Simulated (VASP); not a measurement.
Output of a VASP run:

OSZICAR:
```
       N       E                     dE             d eps       ncg     rms          rms(c)
DAV:   1     0.205927368315E+02    0.20593E+02   -0.46681E+03  5396   0.137E+03
DAV:   2    -0.694010192724E+01   -0.27533E+02   -0.26508E+02  5250   0.161E+02
DAV:   3    -0.734114640829E+01   -0.40104E+00   -0.39950E+00  6057   0.258E+01
DAV:   4    -0.734510002586E+01   -0.39536E-02   -0.39532E-02  5906   0.223E+00
DAV:   5    -0.734519724324E+01   -0.97217E-04   -0.97216E-04  5952   0.310E-01    0.111E+01
DAV:   6    -0.648507866150E+01    0.86012E+00   -0.18524E+01  5460   0.709E+01    0.575E+00
DAV:   7    -0.615850707551E+01    0.32657E+00   -0.28085E+00  5507   0.261E+01    0.201E+00
DAV:   8    -0.613973231881E+01    0.18775E-01   -0.23376E-02  7555   0.175E+00    0.956E-01
DAV:   9    -0.613709182210E+01    0.26405E-02   -0.15122E-03  7664   0.358E-01    0.275E-01
DAV:  10    -0.613639456999E+01    0.69725E-03   -0.64699E-04  7375   0.203E-01    0.316E-02
DAV:  11    -0.613639149966E+01    0.30703E-05   -0.17981E-05  6700   0.535E-02    0.280E-02
DAV:  12    -0.613639299852E+01   -0.14989E-05   -0.19823E-06  6804   0.153E-02    0.659E-03
DAV:  13    -0.613639317756E+01   -0.17903E-06   -0.43679E-07  5357   0.764E-03    0.237E-03
DAV:  14    -0.613639312864E+01    0.48917E-07   -0.10321E-08  2714   0.175E-03
   1 F= -.61363931E+01 E0= -.61364643E+01  d E =0.213659E-03  mag=     0.5853
```

File OUTCAR:
```
------------------------ aborting loop because EDIFF is reached ----------------------------------------
  FORCE on cell =-STRESS in cart. coord.  units (eV):
  Direction    XX          YY          ZZ          XY          YZ          ZX
  --------------------------------------------------------------------------------------
  Total        0.0401214      0.0401214      0.0401214      0.0000000      0.0000000      0.0000000
  in kB        6.2202996      6.2202996      6.2202996      0.0000000      0.0000000      0.0000000
  external PRESSURE =       6.2202996 kB  Pullay stress =       0.0000000 kB
  volume of cell :       10.33
      direct lattice vectors                 reciprocal lattice vectors
     0.000000000  1.728814066  1.728814066    -0.289215601  0.289215601  0.289215601
     1.728814066  0.000000000  1.728814066     0.289215601 -0.289215601  0.289215601
     1.728814066  1.728814066  0.000000000     0.289215601  0.289215601 -0.289215601
 POSITION                                       TOTAL-FORCE (eV/Angst)
 -----------------------------------------------------------------------------------
      0.00000      0.00000      0.00000        -0.000000     -0.000000      0.000000
 -----------------------------------------------------------------------------------
    total drift:                                0.000000     -0.000000      0.000000
  FREE ENERGIE OF THE ION-ELECTRON SYSTEM (eV)
  ---------------------------------------------------
  free  energy   TOTEN  =        -6.1363931286 eV

  energy  without entropy=       -6.1366067873  energy(sigma->0) =       -6.13646435

 total charge

# of ion       s       p       d       tot
------------------------------------------
    1        0.522   0.550   8.338   9.411

 magnetization (x)

# of ion       s       p       d       tot
------------------------------------------
    1       -0.007  -0.024   0.621   0.591
```
(Selected blocks of OUTCAR.)

File POSCAR:
```
Ni
1
    0.0000000000     1.7288140662     1.7288140662
    1.7288140662    -0.0000000000     1.7288140662
    1.7288140662     1.7288140662    -0.0000000000
Ni
1
Direct
  0.0000000000   0.0000000000   0.0000000000
```

Q: Write an INCAR and KPOINTS that could have produced this output.

A: One answer among several that fit: the input of the run itself, PBEsol GGA, plane waves, VASP's PBE PAW potentials (set 64).

File KPOINTS:
```
Automatic mesh
0
Gamma
16 16 16
0 0 0
```

**INCAR**
```
# general
SYSTEM   =  Ni
PREC     =  Accurate
ENCUT    =  480
LREAL    =  .FALSE.
LASPH    =  .TRUE.

# electronic loop
EDIFF    =  1E-7
NELM     =  100
ALGO     =  Normal
LMAXMIX  =  4

# smearing
ISMEAR   =  1
SIGMA    =  0.1

# functional
GGA      =  PS

# spin
ISPIN    =  2
MAGMOM   =  0.6

# ions
ISIF     =  2

# output
LWAVE    =  .FALSE.
LCHARG   =  .FALSE.
LORBIT   =  10
```

POTCAR, in this order: Ni (PBE.64 set). Program: vasp_std.

The compound is Ni in the fcc structure. It was relaxed first, which changed the volume by -5 %.
